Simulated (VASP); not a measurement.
Calculation: TPSS meta-GGA, VASP's PBE PAW potentials (set 64) (plane waves; VASP 6.6.1).

VASP ran on this input.

### KPOINTS_OPT
```
k-points along high-symmetry lines
10
Line-mode
Reciprocal
  0.000000   0.000000   0.000000 ! GAMMA
 -0.500000  -0.500000   0.000000 ! X

 -0.500000  -0.500000   0.000000 ! X
 -0.375000  -0.375000   0.250000 ! U

 -0.375000  -0.000000   0.375000 ! K
  0.000000   0.000000   0.000000 ! GAMMA

  0.000000   0.000000   0.000000 ! GAMMA
 -0.000000  -0.000000   0.500000 ! L

 -0.000000  -0.000000   0.500000 ! L
 -0.500000  -0.250000   0.250000 ! W

 -0.500000  -0.250000   0.250000 ! W
 -0.500000  -0.500000   0.000000 ! X
```

### INCAR
```
# general
SYSTEM   =  CuI
PREC     =  Accurate
ENCUT    =  520   # plane-wave cut-off (eV)
LREAL    =  .FALSE.   # projection in real space or not
LASPH    =  .TRUE.

# electronic loop
EDIFF    =  1E-7
NELM     =  100
ALGO     =  Normal
LMAXMIX  =  4
LMIXTAU  =  .TRUE.

# smearing
ISMEAR   =  -5   # tetrahedra, Bloechl

# functional
METAGGA  =  TPSS

# ions
ISIF     =  2   # forces and stress, cell fixed

# output
LWAVE    =  .FALSE.
LCHARG   =  .FALSE.
LORBIT   =  11
NEDOS    =  601   # DOS grid
```

### KPOINTS
```
Automatic mesh
0
Gamma
9 9 9
0 0 0
```

### POSCAR
```
CuI
1.0
  0.0000000000   3.0278689402   3.0278689402
  3.0278689402   0.0000000000   3.0278689402
  3.0278689402   3.0278689402   0.0000000000
Cu I
1 1
Direct
  0.0000000000   0.0000000000   0.0000000000
  0.2500000000   0.2500000000   0.2500000000
```

POTCAR, in this order: Cu I (PBE.64 set). Program: vasp_std.

Output

OSZICAR:
```
       N       E                     dE             d eps       ncg     rms          rms(c)
DAV:   1     0.900037014620E+02    0.90004E+02   -0.83576E+03   920   0.154E+03
DAV:   2    -0.134875348922E+02   -0.10349E+03   -0.97396E+02   930   0.271E+02
DAV:   3    -0.213722122959E+02   -0.78847E+01   -0.77617E+01  1238   0.874E+01
DAV:   4    -0.216308603884E+02   -0.25865E+00   -0.25850E+00  1076   0.135E+01
DAV:   5    -0.216392571055E+02   -0.83967E-02   -0.83965E-02  1317   0.264E+00    0.538E+00
DAV:   6    -0.211570750319E+02    0.48218E+00   -0.62627E+00  1359   0.550E+01    0.271E+00
DAV:   7    -0.211691968785E+02   -0.12122E-01   -0.79191E-01  1005   0.270E+01    0.138E+00
DAV:   8    -0.211711529679E+02   -0.19561E-02   -0.29572E-02  1425   0.405E+00    0.674E-01
DAV:   9    -0.211749088869E+02   -0.37559E-02   -0.16322E-02  1385   0.225E+00    0.208E-01
DAV:  10    -0.211756433766E+02   -0.73449E-03   -0.41928E-03  1270   0.153E+00    0.665E-02
DAV:  11    -0.211699345064E+02    0.57089E-02   -0.65677E-03  1190   0.156E+00    0.749E-02
DAV:  12    -0.211764065240E+02   -0.64720E-02   -0.28696E-03  1158   0.821E-01    0.624E-02
DAV:  13    -0.211764193226E+02   -0.12799E-04   -0.36716E-04  1436   0.523E-01    0.390E-02
DAV:  14    -0.211764384668E+02   -0.19144E-04   -0.45613E-04   939   0.393E-01    0.229E-02
DAV:  15    -0.211765008179E+02   -0.62351E-04   -0.29172E-05  1150   0.113E-01    0.221E-02
DAV:  16    -0.211764949533E+02    0.58646E-05   -0.41137E-06  1000   0.265E-02    0.136E-02
DAV:  17    -0.211765065578E+02   -0.11604E-04   -0.63912E-06   935   0.429E-02    0.597E-04
DAV:  18    -0.211765072481E+02   -0.69026E-06   -0.29951E-07  1175   0.639E-03    0.364E-03
DAV:  19    -0.211765072091E+02    0.39014E-07   -0.11541E-08   560   0.318E-03
   1 F= -.21176507E+02 E0= -.21176507E+02  d E =0.000000E+00
       N       E                     dE             ncg
       N       E                     dE             ncg
```

File OUTCAR:
```
------------------------ aborting loop because EDIFF is reached ----------------------------------------
  FORCE on cell =-STRESS in cart. coord.  units (eV):
  Direction    XX          YY          ZZ          XY          YZ          ZX
  --------------------------------------------------------------------------------------
  Total        0.0021284      0.0021284      0.0021284      0.0000000      0.0000000     -0.0000000
  in kB        0.0614209      0.0614209      0.0614209      0.0000000      0.0000000     -0.0000000
  external PRESSURE =       0.0614209 kB  Pullay stress =       0.0000000 kB
  volume of cell :       55.52
      direct lattice vectors                 reciprocal lattice vectors
     0.000000000  3.027868940  3.027868940    -0.165132643  0.165132643  0.165132643
     3.027868940  0.000000000  3.027868940     0.165132643 -0.165132643  0.165132643
     3.027868940  3.027868940  0.000000000     0.165132643  0.165132643 -0.165132643
  FREE ENERGIE OF THE ION-ELECTRON SYSTEM (eV)
  ---------------------------------------------------
  free  energy   TOTEN  =       -21.1765072091 eV

  energy  without entropy=      -21.1765072091  energy(sigma->0) =      -21.17650721

 total charge

# of ion       s       p       d       tot
------------------------------------------
    1        0.308   0.262   9.356   9.926
    2        1.474   2.766   0.052   4.292
--------------------------------------------------
tot          1.783   3.028   9.408  14.218
```
(Selected blocks of OUTCAR.)

OUTCAR:
```
 val. band max:        4.4317073502   @ k =   0.0000   0.0000   0.0000

 cond. band min:       5.7595650861   @ k =   0.0000   0.0000   0.0000


 Fermi energy:         4.4720317863

 k-point     1 :       0.0000    0.0000    0.0000
  band No.  band energies     occupation
      1      -9.7460      2.00000
      2       0.7489      2.00000
      3       0.7489      2.00000
      4       0.7489      2.00000
      5       2.5892      2.00000
      6       2.5892      2.00000
      7       4.4317      2.00000
      8       4.4317      2.00000
      9       4.4317      2.00000
     10       5.7596      0.00000
     11       9.4404      0.00000
     12       9.4404      0.00000
     13       9.4404      0.00000

 k-point     2 :       0.1111    0.0000    0.0000
  band No.  band energies     occupation
      1      -9.6864      2.00000
      2       0.5078      2.00000
      3       0.7531      2.00000
      4       0.7531      2.00000
      5       2.5841      2.00000
      6       2.5841      2.00000
      7       3.9193      2.00000
      8       4.3384      2.00000
      9       4.3384      2.00000
     10       6.3391      0.00000
     11       9.3432      0.00000
     12       9.6192      0.00000
     13       9.6192      0.00000

 k-point     3 :       0.2222    0.0000    0.0000
  band No.  band energies     occupation
      1      -9.5276      2.00000
      2      -0.0964      2.00000
      3       0.7617      2.00000
      4       0.7617      2.00000
      5       2.5792      2.00000
      6       2.5792      2.00000
      7       3.2958      2.00000
      8       4.1200      2.00000
      9       4.1200      2.00000
     10       6.8373      0.00000
     11       9.7928      0.00000
     12       9.9416      0.00000
     13       9.9416      0.00000

 k-point     4 :       0.3333    0.0000    0.0000
  band No.  band energies     occupation
      1      -9.3316      2.00000
      2      -0.7630      2.00000
      3       0.7671      2.00000
...
```

Unless said otherwise, spin-orbit coupling is left out, though it shifts the bands of the heavy elements here.

The compound is CuI in the zinc blende structure. It was relaxed first.
